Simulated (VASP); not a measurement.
# Sb2Te3O2 (P-4m2) in VASP: notebook

Runs on Sb2Te3O2. Level: PBE. Tasks: equation of state.

Program: VASP 6.6.1. These are calculated values, not measurements. Logs are shortened: lines on timing, memory, paths and dates and some standing lists are left out, and cuts for length are marked.

### Step 1. The crystal as given

Symmetry: P-4m2, No. 115, tetragonal system. Conventional cell: a = 3.811 Å, b = 3.811 Å, c = 11.390 Å, α = 90.00°, β = 90.00°, γ = 90.00°. Sb (site symmetry 2mm) is surrounded by 4 O at 2.28 Å. Te (site symmetry 2mm) is surrounded by 2 Te at 3.13 Å and 4 Sb at 3.33 Å. Around Te (site symmetry -4m2) lie 4 Te at 3.13 Å. O (site symmetry -4m2) has 4 Sb at 2.28 Å as nearest neighbours. Around O (site symmetry -4m2) lie 4 Sb at 2.28 Å.

The cell was built by a generator and needn't be a form met in nature.

### Step 2. Equation of state, PBE, 23.64 Å³/atom

Contents of INCAR:

```
ALGO = Normal
EDIFF = 1E-6
EDIFFG = -0.02
ENCUT = 520
GGA = PE
IBRION = 2
ISIF = 4
ISMEAR = 0
KPAR = 4
LASPH = True
LCHARG = False
LREAL = False
LWAVE = False
NELM = 100
NSW = 30
PREC = Accurate
SIGMA = 0.1
```

Contents of KPOINTS:

```
k-points
0
Gamma
  8 8 4
```

Contents of POSCAR:

```
Sb2Te3O2
1.0
    3.8114500000      0.0000000000      0.0000000000
    0.0000000000      3.8114500000      0.0000000000
    0.0000000000      0.0000000000     11.3900400000
Sb Te O
2 3 2
Direct
    0.0000000000      0.5000000000      0.8897280000
    0.5000000000      0.0000000000      0.1102720000
    0.0000000000      0.5000000000      0.2825120000
    0.5000000000      0.5000000000      0.5000000000
    0.5000000000      0.0000000000      0.7174880000
    0.5000000000      0.5000000000      0.0000000000
    0.0000000000      0.0000000000      0.0000000000
```

Potentials or basis: VASP PAW PBE potentials, release 64 (Sb, Te, O).

On the command line:

```bash
$ cat potpaw_PBE.64/Sb/POTCAR potpaw_PBE.64/Te/POTCAR potpaw_PBE.64/O/POTCAR > POTCAR
$ mpirun -np 4 vasp_std > vasp.out
```

OUTCAR:

```text
EDIFF = 1E-6
   EDIFFG = -0.02
   ENCUT = 520
   GGA = PE
   IBRION = 2
   ISIF = 4
   ISMEAR = 0
   LASPH = True
   LREAL = False
   NELM = 100
   NSW = 30
   PREC = Accurate

 ion  position               nearest neighbor table
   1  0.000  0.500  0.890-   6 2.28   7 2.28   7 2.28   6 2.28   5 3.33   5 3.33   5 3.33   5 3.33
                             2 3.68   2 3.68   2 3.68   2 3.68
   2  0.500  0.000  0.110-   6 2.28   7 2.28   6 2.28   7 2.28   3 3.33   3 3.33   3 3.33   3 3.33
                             1 3.68   1 3.68   1 3.68   1 3.68
   3  0.000  0.500  0.283-   4 3.13   4 3.13   2 3.33   2 3.33   2 3.33   2 3.33
   4  0.500  0.500  0.500-   3 3.13   5 3.13   5 3.13   3 3.13
   5  0.500  0.000  0.717-   4 3.13   4 3.13   1 3.33   1 3.33   1 3.33   1 3.33
   6  0.500  0.500  0.000-   1 2.28   2 2.28   2 2.28   1 2.28
   7  0.000  0.000  0.000-   1 2.28   2 2.28   1 2.28   2 2.28

  LATTYP: Found a simple tetragonal cell.
 ALAT       =     3.8114500000
 C/A-ratio  =     2.9883745031

  Lattice vectors:

 A1 = (   3.8114500000,   0.0000000000,   0.0000000000)
 A2 = (   0.0000000000,   3.8114500000,   0.0000000000)
 A3 = (   0.0000000000,   0.0000000000,  11.3900400000)

Analysis of symmetry for initial positions (statically):
=====================================================================
 Subroutine PRICEL returns:
 Original cell was already a primitive cell.

 Routine SETGRP: Setting up the symmetry group for a
 simple tetragonal supercell.

 Subroutine GETGRP returns: Found  8 space group operations
 (whereof  8 operations were pure point group operations)
 out of a pool of 16 trial point group operations.

The static configuration has the point symmetry D_2d.

Analysis of symmetry for dynamics (positions and initial velocities):
=====================================================================
 Subroutine PRICEL returns:
 Original cell was already a primitive cell.

 Routine SETGRP: Setting up the symmetry group for a
 simple tetragonal supercell.

 Subroutine GETGRP returns: Found  8 space group operations
 (whereof  8 operations were pure point group operations)
 out of a pool of 16 trial point group operations.

The dynamic configuration has the point symmetry D_2d.

 Subroutine INISYM returns: Found  8 space group operations
 (whereof  8 operations are pure point group operations),
 and found     1 'primitive' translations

----------------------------------------------------------------------------------------

                                     Primitive cell

  volume of cell :     165.4648

  direct lattice vectors                    reciprocal lattice vectors
     3.811450000  0.000000000  0.000000000     0.262367341  0.000000000  0.000000000
     0.000000000  3.811450000  0.000000000     0.000000000  0.262367341  0.000000000
     0.000000000  0.000000000 11.390040000     0.000000000  0.000000000  0.087796004

  length of vectors
     3.811450000  3.811450000 11.390040000     0.262367341  0.262367341  0.087796004

  position of ions in fractional coordinates (direct lattice)
     0.000000000  0.500000000  0.889728000
     0.500000000  0.000000000  0.110272000
     0.000000000  0.500000000  0.282512000
     0.500000000  0.500000000  0.500000000
     0.500000000  0.000000000  0.717488000
     0.500000000  0.500000000  0.000000000
     0.000000000  0.000000000  0.000000000

  ion indices of the primitive-cell ions
   primitive index   ion index
                 1           1
                 2           2
                 3           3
                 4           4
                 5           5
                 6           6
                 7           7

----------------------------------------------------------------------------------------

 KPOINTS: k-points

Automatic generation of k-mesh.
 Grid dimensions read from file:
 generate k-points for:    8    8    4

 Generating k-lattice:

  Cartesian coordinates                     Fractional coordinates (reciprocal lattice)
     0.032795918  0.000000000  0.000000000     0.125000000  0.000000000  0.000000000
     0.000000000  0.032795918  0.000000000     0.000000000  0.125000000  0.000000000
     0.000000000  0.000000000  0.021949001     0.000000000  0.000000000  0.250000000

  Length of vectors
     0.032795918  0.032795918  0.021949001

  Shift w.r.t. Gamma in fractional coordinates (k-lattice)
     0.000000000  0.000000000  0.000000000

 Subroutine IBZKPT returns following result:
 ===========================================

 Found     45 irreducible k-points:

 Following reciprocal coordinates:
            Coordinates               Weight
  0.000000  0.000000  0.000000      1.000000
  0.125000  0.000000  0.000000      4.000000
  0.250000  0.000000  0.000000      4.000000
  0.375000  0.000000  0.000000      4.000000
  0.500000  0.000000  0.000000      2.000000
  0.125000  0.125000  0.000000      4.000000
[... 16 lines left out ...]
  0.375000  0.125000  0.250000     16.000000
  0.500000  0.125000  0.250000      8.000000
 [... further k-points ...]
   k-points           NKPTS =     45   k-points in BZ     NKDIM =     45   number of bands    NBANDS=     24
   number of dos      NEDOS =    301   number of ions     NIONS =      7
   total plane-waves  NPLWV =  70560
   dimension x,y,z NGX =    28 NGY =   28 NGZ =   90
   dimension x,y,z NGXF=    56 NGYF=   56 NGZF=  180
   ions per type =               2   3   2
   NGX,Y,Z   is equivalent  to a cutoff of  12.21, 12.21, 13.14 a.u.
   NGXF,Y,Z  is equivalent  to a cutoff of  24.43, 24.43, 26.27 a.u.
 SYSTEM =  unknown system
   PREC   = accura    normal or accurate (medium, high low for compatibility)
   ISTART =      0    job   : 0-new  1-cont  2-samecut
   ICHARG =      2    charge: 1-file 2-atom 10-const
   ISPIN  =      1    spin polarized calculation?
   LNONCOLLINEAR =      F non collinear calculations
   LSORBIT =      F    spin-orbit coupling
   LASPH  =      T    aspherical Exc in radial PAW
   ENCUT  =  520.0 eV  38.22 Ry    6.18 a.u.   7.09  7.09 21.18*2*pi/ulx,y,z
   NELM   =    100;   NELMIN=  2; NELMDL= -5     # of ELM steps
   EDIFF  = 0.1E-05   stopping-criterion for ELM
   LREAL  =      F    real-space projection
   EDIFFG = -.2E-01   stopping-criterion for IOM
   NSW    =     30    number of steps for IOM
   IBRION =      2    ionic relax: 0-MD 1-quasi-New 2-CG
   NFREE  =      1    steps in history (QN), initial steepest desc. (CG)
   ISIF   =      4    stress and relaxation
   ISYM   =      2    0-nonsym 1-usesym 2-fastsym
   POTIM  = 0.5000    time-step for ionic-motion
   TEBEG  =    0.0;   TEEND  =   0.0 temperature during run
   PSTRESS=    0.0 pullay stress
   NELECT =      40.0000    total number of electrons
   NUPDOWN=      -1.0000    fix difference up-down
   EMIN   =  10.00;   EMAX   =-10.00  energy-range for DOS
   EFERMI =   0.00;   METHOD = LEGACY
   ISMEAR =     0;   SIGMA  =   0.10  broadening in eV -4-tet -1-fermi 0-gaus
   EFERMI_NEDOS =   21; number of points for ismear=-14 and -15
   IALGO  =     38    algorithm
   IMIX   =      4    mixing-type and parameters
     AMIX     =   0.40;   BMIX     =  1.00
     AMIX_MAG =   1.60;   BMIX_MAG =  1.00
  volume/ion in A,a.u.               =      23.64       159.52
  Fermi-wavevector in a.u.,A,eV,Ry     =   1.019826  1.927192 14.150684  1.040046
  Thomas-Fermi vector in A             =   2.153362
   LORBIT       =      0    0 simple, 1 ext, 2 COOP (PROOUT), +10 PAW based schemes
   GGA     = PE    functional components
   LHFCALC =     F    Hartree Fock is set to
   AEXX    =    0.0000 exact exchange contribution
   IVDW    =     0    specifies the selected vdW correction
   LEPSILON=     F    determine dielectric tensor
   LRPA    =     F    only Hartree local field effects (RPA)
 conjugate gradient relaxation of ions
 non-spin polarized calculation
 Gauss-broadening in eV      SIGMA  =   0.10
  energy-cutoff  :      520.00
  volume of cell :      165.46
 maximum number of plane-waves:      4482
   NGX = 15   NGY = 15   NGZ = 43

 number of electron      39.9999991 magnetization

 Free energy of the ion-electron system (eV)
  ---------------------------------------------------
  ext. energy  EPLUGINS =         0.00000000
  ---------------------------------------------------
  free energy    TOTEN  =       -30.56901676 eV

  energy without entropy =      -30.55307589  energy(sigma->0) =      -30.56104633

 E-fermi :   6.8392     XC(G=0):  -9.7629

 val. band max:        6.8291504395   @ k =   0.5000   0.5000   0.0000
 cond. band min:       6.8408972081   @ k =   0.2500   0.1250   0.0000
 fundamental gap:      0.0117467686
 Fermi energy:         6.8391853635

 k-point     1 :       0.0000    0.0000    0.0000
  band No.  band energies     occupation
      1     -13.7040      2.00000
      2     -11.5092      2.00000
      3      -5.8831      2.00000
      4      -5.4380      2.00000
      5      -3.6826      2.00000
      6      -2.8817      2.00000
[... 16 lines left out ...]
     23       7.8265      0.00000
     24       9.4999      0.00000

 k-point     2 :       0.1250    0.0000    0.0000
  band No.  band energies     occupation
      1     -13.6211      2.00000
      2     -11.5839      2.00000
      3      -5.7774      2.00000
      4      -5.3151      2.00000
      5      -3.6102      2.00000
      6      -2.9098      2.00000
[... 16 lines left out ...]
     23       8.5097      0.00000
     24       9.4159      0.00000
[... 565 lines left out ...]
     23       9.1534      0.00000
     24       9.6582      0.00000

 k-point    24 :       0.5000    0.1250    0.2500
  band No.  band energies     occupation
      1     -12.5719      2.00000
      2     -12.5367      2.00000
      3      -4.8290      2.00000
      4      -3.9119      2.00000
      5      -3.2023      2.00000
      6      -3.0164      2.00000
[... 16 lines left out ...]
     23       9.1416      0.00000
     24       9.3211      0.00000

 [... further k-points ...]

------------------------ aborting loop because EDIFF is reached ----------------------------------------

  FORCE on cell =-STRESS in cart. coord.  units (eV):
  Direction    XX          YY          ZZ          XY          YZ          ZX
  --------------------------------------------------------------------------------------
  -------------------------------------------------------------------------------------
  Total        0.0016029      0.0016029      0.0057255      0.0000000      0.0000000      0.0000000
  in kB        0.0155212      0.0155212      0.0554392      0.0000000      0.0000000      0.0000000
  external PRESSURE =       0.0288272 kB  Pullay stress =       0.0000000 kB

 VOLUME and BASIS-vectors are now :
 -----------------------------------------------------------------------------
  energy-cutoff  :      520.00
  volume of cell :      165.46
      direct lattice vectors                 reciprocal lattice vectors
     3.811450000  0.000000000  0.000000000     0.262367341  0.000000000  0.000000000
     0.000000000  3.811450000  0.000000000     0.000000000  0.262367341  0.000000000
     0.000000000  0.000000000 11.390040000     0.000000000  0.000000000  0.087796004

 POSITION                                       TOTAL-FORCE (eV/Angst)
 -----------------------------------------------------------------------------------
      0.00000      1.90572     10.13404        -0.000000     -0.000000     -0.003264
      1.90572      0.00000      1.25600         0.000000      0.000000      0.003264
      0.00000      1.90572      3.21782        -0.000000      0.000000     -0.004490
      1.90572      1.90572      5.69502        -0.000000      0.000000      0.000000
      1.90572      0.00000      8.17222        -0.000000      0.000000      0.004490
      1.90572      1.90572      0.00000        -0.000000     -0.000000      0.000000
      0.00000      0.00000      0.00000        -0.000000      0.000000      0.000000
 -----------------------------------------------------------------------------------
    total drift:                                0.000000      0.000000     -0.000000

  FREE ENERGIE OF THE ION-ELECTRON SYSTEM (eV)
  ---------------------------------------------------
  free  energy   TOTEN  =       -30.5690167573 eV

  energy  without entropy=      -30.5530758933  energy(sigma->0) =      -30.56104633

 reached required accuracy - stopping structural energy minimisation
```

Wall time 34 s (4 MPI ranks of Intel Xeon 6975P-C (Granite Rapids), shared host); peak memory 0.35 GiB.

Results:

```
Free energy            : -30.5690 eV
Pressure               : 0.0 GPa
Largest force          : 0.004 eV/Å
Band gap on the k mesh : none (metal or under the smearing width)
```

### Step 3. Equation of state, PBE, 22.93 Å³/atom (volume scaled by 0.97)

INCAR is that of step 2.

KPOINTS is that of step 2.

Changes to POSCAR since step 2:

```diff
@@ -2,5 +2,5 @@
 1.0
-    3.8114500000      0.0000000000      0.0000000000
-    0.0000000000      3.8114500000      0.0000000000
-    0.0000000000      0.0000000000     11.3900400000
+    3.7729478727      0.0000000000      0.0000000000
+    0.0000000000      3.7729478727      0.0000000000
+    0.0000000000      0.0000000000     11.2749812244
 Sb Te O
```

Potentials or basis: VASP PAW PBE potentials, release 64 (Sb, Te, O).

On the command line:

```bash
$ cat potpaw_PBE.64/Sb/POTCAR potpaw_PBE.64/Te/POTCAR potpaw_PBE.64/O/POTCAR > POTCAR
$ mpirun -np 4 vasp_std > vasp.out
```

Wall time 56 s (4 MPI ranks of Intel Xeon 6975P-C (Granite Rapids), shared host); peak memory 0.35 GiB.

It converged, with:

```yaml
Free_energy: -30.5396 eV
Pressure: 1.9 GPa
Largest_force: 0.004 eV/Å
Band_gap_on_the_k_mesh: none (metal or under the smearing width)
```

### Step 4. Equation of state, PBE, 24.35 Å³/atom (volume scaled by 1.03)

INCAR is that of step 3.

KPOINTS is that of step 3.

Changes to POSCAR since step 3:

```diff
@@ -2,5 +2,5 @@
 1.0
-    3.7729478727      0.0000000000      0.0000000000
-    0.0000000000      3.7729478727      0.0000000000
-    0.0000000000      0.0000000000     11.2749812244
+    3.8491895831      0.0000000000      0.0000000000
+    0.0000000000      3.8491895831      0.0000000000
+    0.0000000000      0.0000000000     11.5028200079
 Sb Te O
```

On the command line:

```bash
$ cat potpaw_PBE.64/Sb/POTCAR potpaw_PBE.64/Te/POTCAR potpaw_PBE.64/O/POTCAR > POTCAR
$ mpirun -np 4 vasp_std > vasp.out
```

It took 68 s on 4 MPI ranks of Intel Xeon 6975P-C (Granite Rapids), shared host; peak memory 0.39 GiB.

The run converged. Its results:

- Free energy: -30.5452 eV
- Pressure: -1.6 GPa
- Largest force: 0.005 eV/Å
- Band gap on the k mesh: none (metal or under the smearing width)

### Step 5. Equation of state, PBE, 22.22 Å³/atom (volume scaled by 0.94)

INCAR is that of step 4.

KPOINTS is that of step 4.

Changes to POSCAR since step 4:

```diff
@@ -2,5 +2,5 @@
 1.0
-    3.8491895831      0.0000000000      0.0000000000
-    0.0000000000      3.8491895831      0.0000000000
-    0.0000000000      0.0000000000     11.5028200079
+    3.7336434741      0.0000000000      0.0000000000
+    0.0000000000      3.7336434741      0.0000000000
+    0.0000000000      0.0000000000     11.1575249617
 Sb Te O
```

On the command line:

```bash
$ cat potpaw_PBE.64/Sb/POTCAR potpaw_PBE.64/Te/POTCAR potpaw_PBE.64/O/POTCAR > POTCAR
$ mpirun -np 4 vasp_std > vasp.out
```

It took 48 s on 4 MPI ranks of Intel Xeon 6975P-C (Granite Rapids), shared host; peak memory 0.35 GiB.

The run converged. Its results:

| Item | Value |
| --- | --- |
| Free energy | -30.4466 eV |
| Pressure | 4.1 GPa |
| Largest force | 0.012 eV/Å |
| Band gap on the k mesh | none (metal or under the smearing width) |

### Step 6. Equation of state, PBE, 25.06 Å³/atom (volume scaled by 1.06)

INCAR is that of step 5.

KPOINTS is that of step 5.

Changes to POSCAR since step 5:

```diff
@@ -2,5 +2,5 @@
 1.0
-    3.7336434741      0.0000000000      0.0000000000
-    0.0000000000      3.7336434741      0.0000000000
-    0.0000000000      0.0000000000     11.1575249617
+    3.8862032920      0.0000000000      0.0000000000
+    0.0000000000      3.8862032920      0.0000000000
+    0.0000000000      0.0000000000     11.6134308319
 Sb Te O
```

Potentials or basis: VASP PAW PBE potentials, release 64 (Sb, Te, O).

On the command line:

```bash
$ cat potpaw_PBE.64/Sb/POTCAR potpaw_PBE.64/Te/POTCAR potpaw_PBE.64/O/POTCAR > POTCAR
$ mpirun -np 4 vasp_std > vasp.out
```

Wall time 67 s (4 MPI ranks of Intel Xeon 6975P-C (Granite Rapids), shared host); peak memory 0.4 GiB.

Results (log left out):

```yaml
Free_energy: -30.4769 eV
Pressure: -2.9 GPa
Largest_force: 0.007 eV/Å
Band_gap_on_the_k_mesh: none (metal or under the smearing width)
```

### Step 7. Equation of state, PBE, 21.51 Å³/atom (volume scaled by 0.91)

INCAR is that of step 6.

KPOINTS is that of step 6.

Changes to POSCAR since step 6:

```diff
@@ -2,5 +2,5 @@
 1.0
-    3.8862032920      0.0000000000      0.0000000000
-    0.0000000000      3.8862032920      0.0000000000
-    0.0000000000      0.0000000000     11.6134308319
+    3.6934936583      0.0000000000      0.0000000000
+    0.0000000000      3.6934936583      0.0000000000
+    0.0000000000      0.0000000000     11.0375422761
 Sb Te O
```

On the command line:

```bash
$ cat potpaw_PBE.64/Sb/POTCAR potpaw_PBE.64/Te/POTCAR potpaw_PBE.64/O/POTCAR > POTCAR
$ mpirun -np 4 vasp_std > vasp.out
```

It took 85 s on 4 MPI ranks of Intel Xeon 6975P-C (Granite Rapids), shared host; peak memory 0.35 GiB.

It converged, with:

| Property | Result |
| --- | --- |
| Free energy | -30.2789 eV |
| Pressure | 6.7 GPa |
| Largest force | 0.012 eV/Å |
| Band gap on the k mesh | none (metal or under the smearing width) |

### Step 8. Equation of state, PBE, 25.77 Å³/atom (volume scaled by 1.09)

INCAR is that of step 7.

KPOINTS is that of step 7.

Changes to POSCAR since step 7:

```diff
@@ -2,5 +2,5 @@
 1.0
-    3.6934936583      0.0000000000      0.0000000000
-    0.0000000000      3.6934936583      0.0000000000
-    0.0000000000      0.0000000000     11.0375422761
+    3.9225250542      0.0000000000      0.0000000000
+    0.0000000000      3.9225250542      0.0000000000
+    0.0000000000      0.0000000000     11.7219738599
 Sb Te O
```

On the command line:

```bash
$ cat potpaw_PBE.64/Sb/POTCAR potpaw_PBE.64/Te/POTCAR potpaw_PBE.64/O/POTCAR > POTCAR
$ mpirun -np 4 vasp_std > vasp.out
```

Run time: 95 s. Hardware: 4 MPI ranks of Intel Xeon 6975P-C (Granite Rapids), shared host; peak memory 0.39 GiB.

Results (log left out):

```yaml
Free_energy: -30.3720 eV
Pressure: -4.0 GPa
Largest_force: 0.015 eV/Å
Band_gap_on_the_k_mesh: none (metal or under the smearing width)
```
